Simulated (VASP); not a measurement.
```yaml
crystal:
  lattice:
    - [5.11674, 0.00000, 0.00000]
    - [-2.55837, 4.43123, 0.00000]
    - [0.00000, 0.00000, 13.96599]
  atoms:
    - { symbol: Te, position: [0.00000, 0.00000, 0.50000] }
    - { symbol: Te, position: [0.66667, 0.33333, 0.50000] }
```

Method: r2SCAN meta-GGA, VASP's PBE PAW potentials (set 64) (plane waves; VASP). Run with 400 eV cut-off, 9×9×1 Γ-centred mesh, tetrahedra with Blöchl corrections, potentials Te.

The cell holds a wide vacuum, so values per volume refer to the whole cell.  Unless said otherwise, spin-orbit coupling is left out, though it shifts the bands of the heavy elements here.

**Question.** Predict the energy per atom (σ→0), band gap (over mesh and band path) with the smallest direct gap where there is one.

**Answer.** 
* **band gap (over mesh and band path)**: none (metal, semimetal or under 0.01 eV)
* **energy per atom (σ→0)**: -24.848 eV/atom

Total energies compare only between runs with the same potentials, cut-off and functional.

The cell is a sheet with vacuum, built from a generated structure.
